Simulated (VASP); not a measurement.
RhN:

```
Rh N
1.0
     0.00000    2.43105    2.43105
     2.43105    0.00000    2.43105
     2.43105    2.43105    0.00000
Rh N
1 1
Direct
  0.00000 0.00000 0.00000
  0.25000 0.25000 0.25000
```

The cell comes from a database or a generator and needn't be the stable form of this composition.

Base run:

```yaml
Program: VASP 6.6.1
Functional: r2SCAN
Potentials_or_basis: VASP PAW PBE potentials, release 64 (Rh_pv, N)
Cutoff: 520 eV
k_mesh: 7 × 7 × 7
Occupations: gaussian, width 0.05 eV
Spin: collinear spin, ferromagnetic start
Starting_moments: "[0.6, 0.0] μB"
```

Its results: pressure -28.6 GPa; site moments Rh +0.07; N +0.02 μB.

Problem. The run is repeated on the same cell with these changes: fixed moment from none to 1 μB; hubbard terms from none to Rh d U = 5 eV. What comes out?

Solution. Pressure -21.7 GPa; site moments Rh +1.27; N -0.21 μB.

Caveats: the PAW data sets were made with another functional, which shifts forces and pressure a little; a pressure of tens of GPa on the cell as given is suspect, and the run, the potentials or the cell itself is likely at fault (some runs); the total moment is fixed, so each spin has its own Fermi level (some runs).
